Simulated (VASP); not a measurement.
Output of a VASP run:

File OSZICAR:
```
       N       E                     dE             d eps       ncg     rms          rms(c)
DAV:   1     0.248637303191E+03    0.24864E+03   -0.13152E+04  1308   0.254E+03
DAV:   2    -0.115440050481E+02   -0.26018E+03   -0.24784E+03  1636   0.366E+02
DAV:   3    -0.576562261653E+02   -0.46112E+02   -0.36444E+02  1942   0.193E+02
DAV:   4    -0.599850829249E+02   -0.23289E+01   -0.23211E+01  2210   0.429E+01
DAV:   5    -0.600605953907E+02   -0.75512E-01   -0.74896E-01  2024   0.624E+00    0.110E+01
DAV:   6    -0.535843041073E+02    0.64763E+01   -0.16538E+01  1792   0.297E+01    0.543E+00
DAV:   7    -0.531302042921E+02    0.45410E+00   -0.67604E+00  2154   0.179E+01    0.223E+00
DAV:   8    -0.531535583807E+02   -0.23354E-01   -0.23668E+00  2112   0.180E+01    0.144E+00
DAV:   9    -0.530656564916E+02    0.87902E-01   -0.27910E-01  2018   0.469E+00    0.613E-01
DAV:  10    -0.530516777791E+02    0.13979E-01   -0.82709E-02  2148   0.298E+00    0.156E-01
DAV:  11    -0.530522225157E+02   -0.54474E-03   -0.22687E-02  2228   0.152E+00    0.143E-01
DAV:  12    -0.530516912411E+02    0.53127E-03   -0.20022E-03  1966   0.514E-01    0.858E-02
DAV:  13    -0.530514704399E+02    0.22080E-03   -0.15425E-03  2134   0.394E-01    0.970E-03
DAV:  14    -0.530514716965E+02   -0.12566E-05   -0.57363E-05  2032   0.612E-02    0.366E-03
DAV:  15    -0.530514723718E+02   -0.67534E-06   -0.83954E-06  2190   0.325E-02
   1 F= -.36786793E+02 E0= -.36786909E+02  d E =-.367868E+02
```

### OUTCAR
```
------------------------ aborting loop because EDIFF is reached ----------------------------------------
  FORCE on cell =-STRESS in cart. coord.  units (eV):
  Direction    XX          YY          ZZ          XY          YZ          ZX
  --------------------------------------------------------------------------------------
  Total       16.2710381     16.2710381     16.2710381      0.0000000     -0.0000000      0.0000000
  in kB      450.1759336    450.1759336    450.1759336      0.0000000     -0.0000000      0.0000000
  external PRESSURE =       0.1759336 kB  Pullay stress =     450.0000000 kB
  volume of cell :       57.91
      direct lattice vectors                 reciprocal lattice vectors
     3.868843745  0.000000000  0.000000000     0.258475158  0.000000000  0.000000000
     0.000000000  3.868843745  0.000000000     0.000000000  0.258475158  0.000000000
     0.000000000  0.000000000  3.868843745     0.000000000  0.000000000  0.258475158
 POSITION                                       TOTAL-FORCE (eV/Angst)
 -----------------------------------------------------------------------------------
      0.00000      0.00000      0.00000        -0.000000     -0.000000      0.000000
      3.10278      1.93442      1.93442        -0.000518     -0.000000      0.000000
      1.93442      0.76607      1.93442        -0.000000      0.000518     -0.000000
      1.93442      3.10278      1.93442        -0.000000     -0.000518      0.000000
      0.76607      1.93442      1.93442         0.000518     -0.000000     -0.000000
      1.93442      1.93442      3.10278        -0.000000     -0.000000     -0.000518
      1.93442      1.93442      0.76607        -0.000000      0.000000      0.000518
 -----------------------------------------------------------------------------------
    total drift:                                0.000000     -0.000000     -0.000000
  FREE ENERGIE OF THE ION-ELECTRON SYSTEM (eV)
  ---------------------------------------------------
  free  energy   TOTEN  =       -53.0514723718 eV

  energy  without entropy=      -53.0518185168  energy(sigma->0) =      -53.05158775
  enthalpy is  TOTEN    =       -36.7867932079 eV   P V=       16.2646791640

 reached required accuracy - stopping structural energy minimisation
```
(Selected blocks of OUTCAR.)

POSCAR:
```
LaB6
1
    3.8688437454    -0.0000000000     0.0000000000
   -0.0000000000     3.8688437454     0.0000000000
   -0.0000000000    -0.0000000000     3.8688437454
La B
1 6
Direct
  0.0000000000   0.0000000000   0.0000000000
  0.8019904449   0.5000000000   0.5000000000
  0.5000000000   0.1980095551   0.5000000000
  0.5000000000   0.8019904449   0.5000000000
  0.1980095551   0.5000000000   0.5000000000
  0.5000000000   0.5000000000   0.8019904449
  0.5000000000   0.5000000000   0.1980095551
```

### Question
Reconstruct the remaining input files.

### Answer
Several could match; the one computed here: the input of the run itself, LDA (Ceperley-Alder, Perdew-Zunger), plane waves, VASP's LDA PAW potentials (set 64).

INCAR:
```
SYSTEM = LaB6
PREC = Accurate
ENCUT = 620
EDIFF = 1E-6
NELM = 100
ALGO = Normal
LREAL = .FALSE.
LASPH = .TRUE.
ISMEAR = 1
SIGMA = 0.1
LMAXMIX = 6
LWAVE = .FALSE.
LCHARG = .FALSE.
IBRION = 2
ISIF = 3
NSW = 40
EDIFFG = -0.02
PSTRESS = 450
```

KPOINTS:
```
K-points
0
Gamma
  8 8 8
```

POTCAR, in this order: La B (LDA.64 set). Program: vasp_std.

The compound is LaB6 in the cab6 structure. It was relaxed first under an external pressure of 45 GPa. The electron count is odd and the run is not spin-polarised, which forces a metal.
